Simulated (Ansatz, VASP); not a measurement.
# Sr4Li8Al14Si10O49 (glassy 40SiO2-28Al2O3-16Li2O-16SrO (mol %)): VASP beside Ansatz, part 3 of 3

Aim: how closely do two programs agree when they are given the same cell, functional and k mesh? Of the first pair: The structure shown is the start of the Ansatz relaxation below; VASP solves that cell, so the two are compared at the walk's first step.

VASP 6.6.1 and Ansatz 0.2.0.

So far. Step 3 (VASP: single point, PBEsol, start cell, pair 1): The run ends at a pressure of 5.32 GPa, with forces up to 3.5 eV/Å.

### 6. VASP: single point, PBEsol, relaxed cell, pair 2

Level of this step: PBEsol; plane waves and PAW (Si, Al, Li_sv, Sr_sv, O) (VASP).

The same cell, functional and mesh now go to VASP, with its own data sets.

INCAR reads:

```
SYSTEM = Sr4Li8Al14Si10O49
PREC = Accurate
ENCUT = 750
EDIFF = 1E-06
NELM = 120
ISMEAR = 0
SIGMA = 0.01
LREAL = Auto
ALGO = Normal
GGA = PS
NBANDS = 280
LORBIT = 11
LWAVE = .FALSE.
LCHARG = .FALSE.
ISIF = 2
LASPH = .TRUE.
GGA_COMPAT = .FALSE.
EFERMI = MIDGAP
NCORE = 2
```

POSCAR reads:

```
Sr4Li8Al14Si10O49
1.0
    9.7635100000      0.0886700000     -0.1707570000
    0.0886700000      9.8428430000     -0.0118200000
   -0.1707570000     -0.0118200000      9.9692220000
Si Al Li Sr O
10 14 8 4 49
Direct
    0.0429500000      0.8886400000      0.4060400000
    0.8465900000      0.7730600000      0.0210900000
    0.9797600000      0.2437300000      0.1750500000
    0.5105200000      0.1342700000      0.3421600000
    0.9559500000      0.1653300000      0.7590400000
    0.7239500000      0.0473000000      0.1236600000
    0.5920900000      0.6089200000      0.6051200000
    0.4887200000      0.9314600000      0.9725000000
    0.3709500000      0.2604300000      0.6924600000
    0.4348900000      0.6716600000      0.0885300000
    0.5442300000      0.3852900000      0.1512400000
    0.6592100000      0.1628200000      0.6196800000
    0.6867300000      0.3742800000      0.8248900000
    0.2710000000      0.2435500000      0.1931900000
    0.1686300000      0.7099900000      0.9627800000
    0.9945800000      0.6168800000      0.5456700000
    0.3174700000      0.4420500000      0.9492600000
    0.7927600000      0.4633000000      0.0711700000
    0.3178300000      0.9128600000      0.2230700000
    0.8951200000      0.1549400000      0.4574200000
    0.7387600000      0.4202600000      0.4009600000
    0.0192000000      0.4347000000      0.8674300000
    0.7754800000      0.8517000000      0.7011300000
    0.0751000000      0.8697700000      0.7100400000
    0.0345800000      0.9683500000      0.1237700000
    0.3965500000      0.7114000000      0.7951400000
    0.1264000000      0.3627200000      0.4417900000
    0.8973900000      0.3831600000      0.6152500000
    0.2193000000      0.1001900000      0.8963300000
    0.1864300000      0.1330700000      0.5783700000
    0.8412400000      0.6086600000      0.7746400000
    0.2176100000      0.5002400000      0.6565100000
    0.3714100000      0.5033400000      0.4102700000
    0.6771600000      0.7715300000      0.3246100000
    0.0650200000      0.5820200000      0.2429000000
    0.4070100000      0.8953000000      0.5824300000
    0.1363300000      0.9197100000      0.5478000000
    0.5448700000      0.2674900000      0.7180000000
    0.3132400000      0.3812000000      0.7900300000
    0.9358500000      0.7638000000      0.6611800000
    0.8452800000      0.1561800000      0.1128000000
    0.8084700000      0.9009300000      0.1243500000
    0.7587600000      0.0153600000      0.6425400000
    0.5091900000      0.2947300000      0.3039700000
    0.3766500000      0.3223500000      0.0696700000
    0.4359700000      0.8356200000      0.3366800000
    0.1502000000      0.5258200000      0.9628300000
    0.2077900000      0.3835600000      0.2745100000
    0.0043700000      0.0099700000      0.7988800000
    0.3554800000      0.0962600000      0.2788100000
    0.4309700000      0.6325900000      0.6271500000
    0.3123800000      0.1119700000      0.7275800000
    0.1426900000      0.9055400000      0.2781800000
    0.6603300000      0.7601800000      0.5943300000
    0.5405300000      0.7970400000      0.0723300000
    0.4834900000      0.8815500000      0.8212500000
    0.6398400000      0.0563800000      0.2637700000
    0.6763100000      0.5146300000      0.7127700000
    0.7187200000      0.4136100000      0.2265900000
    0.3456400000      0.9776200000      0.0450700000
    0.2772600000      0.7314800000      0.1168600000
    0.3031000000      0.3036600000      0.5472300000
    0.0518400000      0.2583700000      0.8582300000
    0.9993000000      0.1947600000      0.6020000000
    0.9135200000      0.9942600000      0.3926400000
    0.6134200000      0.5407800000      0.4556200000
    0.6104800000      0.0468300000      0.0009600000
    0.8057800000      0.6422600000      0.1098300000
    0.9617000000      0.3937200000      0.1115100000
    0.8448100000      0.4681700000      0.8992700000
    0.1563800000      0.5695500000      0.4874000000
    0.0150700000      0.7787300000      0.0253800000
    0.5276200000      0.0975000000      0.4995000000
    0.7813000000      0.7877300000      0.8710100000
    0.7460400000      0.2582100000      0.4900400000
    0.9726200000      0.2527900000      0.3368000000
    0.1989800000      0.7800900000      0.8069800000
    0.8855500000      0.4974000000      0.4636800000
    0.4882900000      0.5579300000      0.1932100000
    0.0148300000      0.5089800000      0.7055700000
    0.9669600000      0.7431300000      0.4011800000
    0.7985000000      0.2381600000      0.7606400000
    0.1173300000      0.1606600000      0.1270000000
    0.6318500000      0.3874500000      0.9936500000
    0.4074800000      0.5964400000      0.9441000000
```

KPOINTS reads:

```
Automatic mesh
0
Gamma
1 1 1
0 0 0
```

PAW data sets: Si, Al, Li_sv, Sr_sv and O (PBE family, release 64).

Run with:

```sh
$ mpirun -np 8 vasp_gam
```

Numbers of over 12 decimals in the logs are rounded to 6 here.

The log of the run:

```text
[banner, memory and clock lines left out]
running    8 mpi-ranks, on    1 nodes
[...]
[... a notice as in an earlier step ...]

 LDA part: xc-table for (Slater+PW92), standard interpolation
 POSCAR, INCAR and KPOINTS ok, starting setup
[...]
entering main loop
       N       E                     dE             d eps       ncg     rms          rms(c)
DAV:   1     0.515510962248E+04    0.51551E+04   -0.31401E+05   560   0.215E+03
DAV:   2    -0.215292601134E+03   -0.53704E+04   -0.51411E+04   680   0.472E+02
DAV:   3    -0.679297714893E+03   -0.46401E+03   -0.46060E+03   664   0.145E+02
DAV:   4    -0.706005822023E+03   -0.26708E+02   -0.26598E+02   848   0.263E+01
[...]
DAV:  17    -0.631540028633E+03   -0.31473E-05   -0.65489E-05   832   0.193E-02    0.105E-02
DAV:  18    -0.631540030163E+03   -0.15304E-05   -0.13508E-05   664   0.801E-03    0.744E-03
DAV:  19    -0.631540030277E+03   -0.11417E-06   -0.21016E-06   456   0.384E-03
   1 F= -.63154003E+03 E0= -.63154003E+03  d E =0.000000E+00
```

From OUTCAR (step 6):

```text
  Total        1.6555347      1.7742270      2.0102586     -0.1125545     -0.1267695      0.1274764
  in kB        2.7696646      2.9682336      3.3631081     -0.1883006     -0.2120820      0.2132646
  external PRESSURE =       3.0336688 kB  Pullay stress =       0.0000000 kB

 POSITION                                       TOTAL-FORCE (eV/Angst)
 -----------------------------------------------------------------------------------
      0.42880      8.74575      4.03007         0.057444      0.007065     -0.007004
      8.33064      7.68393      0.05655        -0.012835      0.016270      0.019486
[...]
3.14599      9.01068      2.15877        -0.077310      0.031832     -0.027322
      8.67514      1.59901      4.40544         0.004737      0.041182      0.012366
      7.18169      4.19732      3.86614        -0.029474     -0.012297     -0.013185
      0.07788      4.27013      8.63919         0.030015     -0.003008      0.026597
      7.52720      8.44362      6.84723         0.006394     -0.040142      0.016239
      0.68912      8.55928      7.05544         0.012205      0.022974     -0.007437
      0.40235      9.53292      1.21654        -0.007679     -0.007026     -0.010726
      3.79902      7.02796      7.85080        -0.022228      0.009745     -0.012944
      1.19083      3.57618      4.37843         0.001043     -0.001280      0.006063
      8.69059      3.84368      5.97580        -0.022327     -0.033309      0.015638
      1.99697      0.99501      8.89708        -0.005601      0.003484      0.003895
[...]
-----------------------------------------------------------------------------------
    total drift:                                0.054483      0.018640      0.071391

  FREE ENERGIE OF THE ION-ELECTRON SYSTEM (eV)
  ---------------------------------------------------
  free  energy   TOTEN  =      -631.5400302773 eV

  energy  without entropy=     -631.5400302773  energy(sigma->0) =     -631.54003028

[... 1 part as in an earlier step ...]

[... 2 further parts left out ...]
[key lines of the parts left out:]
E-fermi :   5.2082
```

The run ends at a pressure of 0.30 GPa, with forces up to 0.11 eV/Å.

### 7. Differences

What differs besides the data sets and the points named for the pairs above, as far as they apply: the cutoff is 420 eV in Ansatz and 750 eV in VASP (PREC = Accurate, projectors in real space). Total energies have different zeros and are not compared.

The two programs side by side:

| quantity | Ansatz | VASP | difference |
| --- | --- | --- | --- |
| pressure (GPa) | -0.01 | 0.30 | -0.31 |
| gap on the k mesh (eV) | 3.696 | 3.689 | +0.008 |

Forces on 7 of the 85 atoms, those with the largest forces and the largest differences (eV/Å; atoms numbered as in POSCAR):

| atom | Ansatz x, y, z | VASP x, y, z |
| --- | --- | --- |
| O51 | 0.004, 0.007, 0.009 | -0.104, 0.005, 0.042 |
| O52 | 0.003, -0.003, 0.007 | -0.021, -0.090, 0.046 |
| O56 | -0.013, 0.004, 0.008 | 0.010, -0.030, -0.097 |
| O63 | 0.001, 0.008, 0.012 | 0.051, 0.061, 0.072 |
| O68 | 0.004, -0.007, 0.004 | -0.025, -0.090, 0.026 |
| O74 | 0.004, 0.004, -0.004 | -0.015, 0.024, -0.096 |
| O81 | -0.008, 0.005, 0.003 | -0.046, -0.071, 0.045 |

The forces differ by 32 meV/Å r.m.s., where the r.m.s. force is 0.008 eV/Å in Ansatz and 0.032 eV/Å in VASP: the atoms lie near their places of rest in Ansatz, so a percentage would say little (all taken over all components). A gap on the mesh is an upper bound, since the band edges may lie between its points.

### 8. Results

```yaml
r_m_s_force_difference_single_point_pbesol_start_cell_pair_1: 4.8 % of the r.m.s. force
r_m_s_force_difference_single_point_pbesol_relaxed_cell_pair_2: 32 meV/Å
```

**Reading.** The r.m.s. force difference is 32 meV/Å (single point, PBEsol, relaxed cell, pair 2), beyond the 12 meV/Å picked in this series as the mark of a large difference. What causes the difference of the single point, PBEsol, start cell, pair 1 pair stays open here. What causes the difference of the single point, PBEsol, relaxed cell, pair 2 pair stays open here. Such differences can come from data sets, numerical settings and the points named under the comparisons, not from the functional's error against experiment.

[Lines on the potential files, build, host, timing and source positions are cut from VASP's logs without a mark.]

[Logs are printed without paths, hosts, clocks, repeated set-up lines and the standing remarks that a program may print on its own settings, such as how far it seeks lower states.]

[Hosts, paths, dates, database ids (printed as entryN), source tags and the programs' standing remarks are cut or masked in the printed files.]
